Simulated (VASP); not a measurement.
Method: optB86b-vdW, VASP's PBE PAW potentials (set 64) (plane waves; VASP).

A VASP calculation is set up with these files.

INCAR:
```
! general
SYSTEM   = Zr
PREC     = Accurate
ENCUT    = 520
LREAL    = .FALSE.   ! projection in real space or not
LASPH    = .TRUE.   ! aspherical one-centre terms
ICHARG   = 11

! electronic loop
EDIFF    = 1E-7   ! SCF stop (eV)
NELM     = 100   ! most electronic steps
ALGO     = Normal
LMAXMIX  = 4   ! l cut-off of mixed one-centre charges

! smearing
ISMEAR   = 0   ! Gaussian
SIGMA    = 0.05   ! width (eV)

! functional
GGA      = MK
LUSE_VDW = .TRUE.
AGGAC    = 0.0
PARAM1   = 0.1234
PARAM2   = 1.0

! output
LWAVE    = .FALSE.
LCHARG   = .FALSE.
LORBIT   = 11
```

**KPOINTS**
```
k-points along high-symmetry lines
10
Line-mode
Reciprocal
  0.000000   0.000000   0.000000 ! GAMMA
  0.000000   0.500000   0.000000 ! M

  0.000000   0.500000   0.000000 ! M
 -0.333333   0.666667   0.000000 ! K

 -0.333333   0.666667   0.000000 ! K
  0.000000   0.000000   0.000000 ! GAMMA

  0.000000   0.000000   0.000000 ! GAMMA
  0.000000   0.000000   0.500000 ! A

  0.000000   0.000000   0.500000 ! A
  0.000000   0.500000   0.500000 ! L

  0.000000   0.500000   0.500000 ! L
 -0.333333   0.666667   0.500000 ! H

 -0.333333   0.666667   0.500000 ! H
  0.000000   0.000000   0.500000 ! A

  0.000000   0.500000   0.500000 ! L
  0.000000   0.500000   0.000000 ! M

 -0.333333   0.666667   0.500000 ! H
 -0.333333   0.666667   0.000000 ! K
```

### POSCAR
```
Zr
1
    1.5993872941    -2.7702200017     0.0000000000
    1.5993872941     2.7702200017     0.0000000000
    0.0000000000    -0.0000000000     5.1520815211
Zr
2
Direct
  0.3333330000   0.6666670000   0.2500000000
  0.6666670000   0.3333330000   0.7500000000
```

POTCAR, in this order: Zr_sv (PBE.64 set). Program: vasp_std. Read from the step before: CHGCAR.

The resulting files:

File OUTCAR:
```
 ion  position               nearest neighbor table
   1  0.333  0.667  0.250-   2 3.17   2 3.17   2 3.17   2 3.17   2 3.17   2 3.17
   2  0.667  0.333  0.750-   1 3.17   1 3.17   1 3.17   1 3.17   1 3.17   1 3.17
  LATTYP: Found a hexagonal cell.
 ALAT       =     3.1987745426
 C/A-ratio  =     1.6106422796
 Subroutine PRICEL returns:
 Original cell was already a primitive cell.
 Subroutine GETGRP returns: Found 24 space group operations
The static configuration has the point symmetry D_3d.
 The point group associated with its full space group is D_6h.
The dynamic configuration has the point symmetry D_3d.
 Subroutine INISYM returns: Found 24 space group operations
   k-points           NKPTS =     90   k-points in BZ     NKDIM =     90   number of bands    NBANDS=     16
   number of dos      NEDOS =    301   number of ions     NIONS =      2
   total plane-waves  NPLWV =  23040
   dimension x,y,z NGX =    24 NGY =   24 NGZ =   40
   dimension x,y,z NGXF=    48 NGYF=   48 NGZF=   80
   ions per type =               2
   PREC   = accura    normal or accurate (medium, high low for compatibility)
   ISTART =      0    job   : 0-new  1-cont  2-samecut
   ICHARG =     11    charge: 1-file 2-atom 10-const
   ISPIN  =      1    spin polarized calculation?
   LNONCOLLINEAR =      F non collinear calculations
   LSORBIT =      F    spin-orbit coupling
...
```

### OSZICAR
```
       N       E                     dE             d eps       ncg     rms          rms(c)
DAV:   1     0.228761245624E+03    0.22876E+03   -0.13868E+04  2880   0.149E+03
DAV:   2     0.313508225248E+01   -0.22563E+03   -0.22352E+03  3528   0.418E+02
DAV:   3    -0.118064624871E+02   -0.14942E+02   -0.14807E+02  5520   0.790E+01
DAV:   4    -0.120858627320E+02   -0.27940E+00   -0.27938E+00  3088   0.122E+01
DAV:   5    -0.120948139611E+02   -0.89512E-02   -0.89511E-02  4608   0.140E+00
DAV:   6    -0.120948683021E+02   -0.54341E-04   -0.54341E-04  3240   0.132E-01
DAV:   7    -0.120948692116E+02   -0.90947E-06   -0.90904E-06  4736   0.142E-02
DAV:   8    -0.120948692188E+02   -0.71850E-08   -0.73648E-08  2912   0.171E-03
   1 F= -.12094869E+02 E0= -.12093224E+02  d E =-.329071E-02
```

File OUTCAR:
```
 val. band max:        9.2162866400   @ k =  -0.3333   0.6667   0.2778

 cond. band min:       9.2426545144   @ k =  -0.2593   0.5185   0.0000



 k-point     1 :       0.0000    0.0000    0.0000
  band No.  band energies     occupation
      1     -39.6225      2.00000
      2     -39.4614      2.00000
      3     -18.1938      2.00000
      4     -17.2629      2.00000
      5     -17.2629      2.00000
      6     -17.1442      2.00000
      7     -17.1213      2.00000
      8     -17.1213      2.00000
      9       3.4764      2.00000
     10       6.0540      2.00000
     11      10.0135      0.00000
     12      10.0135      0.00000
     13      10.0496      0.00000
     14      10.3314      0.00000
     15      10.6989      0.00000
     16      10.6989      0.00000

 k-point     2 :       0.0000    0.0556    0.0000
  band No.  band energies     occupation
      1     -39.6185      2.00000
      2     -39.4596      2.00000
      3     -18.1837      2.00000
      4     -17.2863      2.00000
      5     -17.2704      2.00000
      6     -17.1482      2.00000
      7     -17.1456      2.00000
      8     -17.1244      2.00000
      9       3.5663      2.00000
     10       6.1377      2.00000
     11       9.7202      0.00000
     12      10.0967      0.00000
     13      10.1438      0.00000
     14      10.2921      0.00000
     15      10.6181      0.00000
     16      10.7773      0.00000

 k-point     3 :       0.0000    0.1111    0.0000
  band No.  band energies     occupation
      1     -39.6072      2.00000
      2     -39.4545      2.00000
      3     -18.1541      2.00000
      4     -17.3536      2.00000
      5     -17.2918      2.00000
      6     -17.2145      2.00000
      7     -17.1604      2.00000
      8     -17.1338      2.00000
      9       3.8282      2.00000
     10       6.3735      2.00000
     11       9.3471      0.00023
     12       9.6677      0.00000
     13      10.3435      0.00000
     14      10.3652      0.00000
...
```

The density is held fixed in this step, so its total energy and stress have no physical meaning.

The compound is Zr in the hcp structure. It was relaxed first.
